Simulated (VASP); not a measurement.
# CdHgS2 (P-6m2) in VASP: reference runs

Aim: a first look at CdHgS2 with PBE, on the cell as given.

All numbers are computed with VASP 6.6.1; they aren't measurements. Logs are shortened: lines on timing, memory, paths and dates and some standing lists are left out, and cuts for length are marked.

## (1) The crystal as given

The structure is hexagonal, space group P-6m2 (No. 187). The conventional cell has a = 4.052 Å, b = 4.052 Å, c = 7.630 Å, α = 90.00°, β = 90.00°, γ = 120.00°. Around Cd (site symmetry -6m2) lie 6 S at 2.76 Å. Hg (site symmetry -6m2) is surrounded by 2 S at 2.34 Å. S (site symmetry 3m) is surrounded by 1 Hg at 2.34 Å.

The cell was built by a generator and needn't be a form met in nature.

## (2) Single point, PBE

File INCAR:

```
SYSTEM = CdHgS2
ALGO = Normal
EDIFF = 1E-7
ENCUT = 520
GGA = PE
ISIF = 2
ISMEAR = -1
LASPH = .TRUE.
LCHARG = .FALSE.
LREAL = .FALSE.
LWAVE = .FALSE.
NBANDS = 26
NELM = 60
PREC = Accurate
SIGMA = 0.05
```

File KPOINTS:

```
k-points
0
G
  8 8 4
  0 0 0
```

File POSCAR:

```
CdHgS2
1.0
    4.0518300000      0.0000000000      0.0000000000
   -2.0259200000      3.5089900000      0.0000000000
    0.0000000000      0.0000000000      7.6300500000
Cd Hg S
1 1 2
Direct
    0.0000000000      0.0000000000      0.0000000000
    0.6666700000      0.3333300000      0.5000000000
    0.6666700000      0.3333300000      0.8068800000
    0.6666700000      0.3333300000      0.1931200000
```

Potentials or basis: VASP PAW PBE potentials, release 64 (Cd, Hg, S).

The run is started by

```
> cat potpaw_PBE.64/Cd/POTCAR potpaw_PBE.64/Hg/POTCAR potpaw_PBE.64/S/POTCAR > POTCAR
> mpirun -np 1 vasp_std > vasp.out
```

OUTCAR:

```text
SYSTEM = CdHgS2
   EDIFF = 1E-7
   ENCUT = 520
   GGA = PE
   ISIF = 2
   ISMEAR = -1
   LASPH = .TRUE.
   LREAL = .FALSE.
   NELM = 60
   PREC = Accurate

 ion  position               nearest neighbor table
   1  0.000  0.000  0.000-   3 2.76   4 2.76   3 2.76   4 2.76   3 2.76   4 2.76
   2  0.667  0.333  0.500-   3 2.34   4 2.34
   3  0.667  0.333  0.807-   2 2.34   1 2.76   1 2.76   1 2.76
   4  0.667  0.333  0.193-   2 2.34   1 2.76   1 2.76   1 2.76

  LATTYP: Found a hexagonal cell.
 ALAT       =     4.0518300000
 C/A-ratio  =     1.8831120753

  Lattice vectors:

 A1 = (   4.0518300000,   0.0000000000,   0.0000000000)
 A2 = (  -2.0259200000,   3.5089900000,   0.0000000000)
 A3 = (   0.0000000000,   0.0000000000,   7.6300500000)

Analysis of symmetry for initial positions (statically):
=====================================================================
 Subroutine PRICEL returns:
 Original cell was already a primitive cell.

 Routine SETGRP: Setting up the symmetry group for a
 hexagonal supercell.

 Subroutine GETGRP returns: Found  4 space group operations
 (whereof  4 operations were pure point group operations)
 out of a pool of 24 trial point group operations.

The static configuration has the point symmetry C_2v.

Analysis of symmetry for dynamics (positions and initial velocities):
=====================================================================
 Subroutine PRICEL returns:
 Original cell was already a primitive cell.

 Routine SETGRP: Setting up the symmetry group for a
 hexagonal supercell.

 Subroutine GETGRP returns: Found  4 space group operations
 (whereof  4 operations were pure point group operations)
 out of a pool of 24 trial point group operations.

The dynamic configuration has the point symmetry C_2v.

 Subroutine INISYM returns: Found  4 space group operations
 (whereof  4 operations are pure point group operations),
 and found     1 'primitive' translations

----------------------------------------------------------------------------------------

                                     Primitive cell

  volume of cell :     108.4828

[... 86 lines left out ...]
   ISPIN  =      1    spin polarized calculation?
   LNONCOLLINEAR =      F non collinear calculations
   LSORBIT =      F    spin-orbit coupling
   LASPH  =      T    aspherical Exc in radial PAW
   ENCUT  =  520.0 eV  38.22 Ry    6.18 a.u.   7.53  7.53 14.19*2*pi/ulx,y,z
   NELM   =     60;   NELMIN=  2; NELMDL= -5     # of ELM steps
   EDIFF  = 0.1E-06   stopping-criterion for ELM
   LREAL  =      F    real-space projection
   EDIFFG = 0.1E-05   stopping-criterion for IOM
   NSW    =      0    number of steps for IOM
   IBRION =     -1    ionic relax: 0-MD 1-quasi-New 2-CG
   NFREE  =      0    steps in history (QN), initial steepest desc. (CG)
   ISIF   =      2    stress and relaxation
   ISYM   =      2    0-nonsym 1-usesym 2-fastsym
   POTIM  = 0.5000    time-step for ionic-motion
   TEBEG  =    0.0;   TEEND  =   0.0 temperature during run
   PSTRESS=    0.0 pullay stress
   NELECT =      36.0000    total number of electrons
   NUPDOWN=      -1.0000    fix difference up-down
   EMIN   =  10.00;   EMAX   =-10.00  energy-range for DOS
   EFERMI =   0.00;   METHOD = LEGACY
   ISMEAR =    -1;   SIGMA  =   0.05  broadening in eV -4-tet -1-fermi 0-gaus
   EFERMI_NEDOS =   21; number of points for ismear=-14 and -15
   IALGO  =     38    algorithm
   IMIX   =      4    mixing-type and parameters
     AMIX     =   0.40;   BMIX     =  1.00
     AMIX_MAG =   1.60;   BMIX_MAG =  1.00
  volume/ion in A,a.u.               =      27.12       183.02
  Fermi-wavevector in a.u.,A,eV,Ry     =   1.133414  2.141843 17.478430  1.284628
  Thomas-Fermi vector in A             =   2.270117
   LORBIT       =      0    0 simple, 1 ext, 2 COOP (PROOUT), +10 PAW based schemes
   GGA     = PE    functional components
   LHFCALC =     F    Hartree Fock is set to
   AEXX    =    0.0000 exact exchange contribution
   IVDW    =     0    specifies the selected vdW correction
   LEPSILON=     F    determine dielectric tensor
   LRPA    =     F    only Hartree local field effects (RPA)
 non-spin polarized calculation
  energy-cutoff  :      520.00
  volume of cell :      108.48
 maximum number of plane-waves:      2951
   NGX = 15   NGY = 15   NGZ = 29

 number of electron      36.0000002 magnetization

 Free energy of the ion-electron system (eV)
  ---------------------------------------------------
  ext. energy  EPLUGINS =         0.00000000
  ---------------------------------------------------
  free energy    TOTEN  =        -9.96797897 eV

  energy without entropy =       -9.96665758  energy(sigma->0) =       -9.96731827

 E-fermi :   1.5060     XC(G=0):  -8.8747

 val. band max:        1.4937498243   @ k =   0.0000   0.0000   0.0000
 cond. band min:       2.0009846106   @ k =   0.1250   0.0000   0.0000
 fundamental gap:      0.5072347863
 Fermi energy:         1.5060048131

 k-point     1 :       0.0000    0.0000    0.0000
  band No.  band energies     occupation
      1     -11.6746      2.00000
      2     -10.2797      2.00000
      3      -6.8247      2.00000
      4      -6.4358      2.00000
      5      -6.4358      2.00000
      6      -6.2678      2.00000
[... 685 lines left out ...]
     25       9.0915      0.00000
     26       9.8913      0.00000

 [... further k-points ...]

------------------------ aborting loop because EDIFF is reached ----------------------------------------

  FORCE on cell =-STRESS in cart. coord.  units (eV):
  Direction    XX          YY          ZZ          XY          YZ          ZX
  --------------------------------------------------------------------------------------
  -------------------------------------------------------------------------------------
  Total        0.0812221      0.0811640      0.5211899     -0.0000505      0.0000000      0.0000000
  in kB        1.1995664      1.1987081      7.6974319     -0.0007463      0.0000000      0.0000000
  external PRESSURE =       3.3652355 kB  Pullay stress =       0.0000000 kB

 VOLUME and BASIS-vectors are now :
 -----------------------------------------------------------------------------
  energy-cutoff  :      520.00
  volume of cell :      108.48
      direct lattice vectors                 reciprocal lattice vectors
     4.051830000  0.000000000  0.000000000     0.246802062  0.142491496  0.000000000
    -2.025920000  3.508990000  0.000000000     0.000000000  0.284982288  0.000000000
     0.000000000  0.000000000  7.630050000     0.000000000  0.000000000  0.131060740

 POSITION                                       TOTAL-FORCE (eV/Angst)
 -----------------------------------------------------------------------------------
      0.00000      0.00000      0.00000         0.000055     -0.000032      0.000000
      2.02593      1.16965      3.81502         0.000010     -0.000006      0.000000
      2.02593      1.16965      6.15653        -0.000032      0.000019      0.028418
      2.02593      1.16965      1.47352        -0.000032      0.000019     -0.028418
 -----------------------------------------------------------------------------------
    total drift:                               -0.000018     -0.000028      0.000000

  FREE ENERGIE OF THE ION-ELECTRON SYSTEM (eV)
  ---------------------------------------------------
  free  energy   TOTEN  =        -9.9679789704 eV

  energy  without entropy=       -9.9666575766  energy(sigma->0) =       -9.96731827
```

OSZICAR:

```text
N       E                     dE             d eps       ncg     rms          rms(c)
DAV:   1     0.251389595479E+03    0.25139E+03   -0.17254E+04  3292   0.125E+03
DAV:   2     0.353620145150E+01   -0.24785E+03   -0.23710E+03  3548   0.309E+02
DAV:   3    -0.113339036835E+02   -0.14870E+02   -0.14769E+02  3954   0.745E+01
DAV:   4    -0.114890385617E+02   -0.15513E+00   -0.15500E+00  3656   0.755E+00
DAV:   5    -0.114915384084E+02   -0.24998E-02   -0.24997E-02  4046   0.965E-01    0.117E+01
DAV:   6    -0.100431376827E+02    0.14484E+01   -0.26611E+00  4226   0.171E+01    0.909E+00
DAV:   7    -0.998543673687E+01    0.57701E-01   -0.85588E-01  3542   0.493E+00    0.433E+00
DAV:   8    -0.997103330748E+01    0.14403E-01   -0.10941E-01  3652   0.314E+00    0.601E-01
DAV:   9    -0.996776965469E+01    0.32637E-02   -0.17867E-02  3906   0.146E+00    0.183E-01
DAV:  10    -0.996783987970E+01   -0.70225E-04   -0.15792E-03  3540   0.287E-01    0.147E-01
DAV:  11    -0.996794757330E+01   -0.10769E-03   -0.30253E-04  3532   0.108E-01    0.530E-02
DAV:  12    -0.996797965208E+01   -0.32079E-04   -0.86199E-05  3670   0.739E-02    0.376E-02
DAV:  13    -0.996797817261E+01    0.14795E-05   -0.85963E-06  3780   0.291E-02    0.161E-02
DAV:  14    -0.996797896768E+01   -0.79507E-06   -0.24655E-06  3466   0.760E-03    0.464E-03
DAV:  15    -0.996797897044E+01   -0.27649E-08   -0.15475E-07  2994   0.320E-03
   1 F= -.99679790E+01 E0= -.99673183E+01  d E =-.132139E-02
```

stdout:

```text
POSCAR found type information on POSCAR CdHgS
 POSCAR found :  3 types and       4 ions
 scaLAPACK will be used
 LDA part: xc-table for (Slater+PW92), standard interpolation
 POSCAR, INCAR and KPOINTS ok, starting setup
 FFT: planning ... GRIDC
 FFT: planning ... GRID_SOFT
 FFT: planning ... GRID
 WAVECAR not read
 entering main loop
```

Wall time 70 s (1 thread of AMD EPYC 9R45 (Zen 5), shared host); peak memory 0.31 GiB.

Results:

```yaml
Free_energy: -9.9680 eV
Pressure: 0.3 GPa
Largest_force: 0.028 eV/Å
Band_gap_on_the_k_mesh: 0.12 eV, direct
```

Forces in eV/Å, atoms in the order of the input:
```
Cd   0.000  0.000  0.000
Hg   0.000  0.000  0.000
S    0.000  0.000  0.028
S    0.000  0.000 -0.028
```

Stress tensor (GPa, compression positive):
```
0.12 0.00 0.00
0.00 0.12 0.00
0.00 0.00 0.77
```

Caveat: spin-orbit coupling is left out, which moves the levels of the heavy elements. PBE gaps usually lie below the measured ones, often by a third to a half.
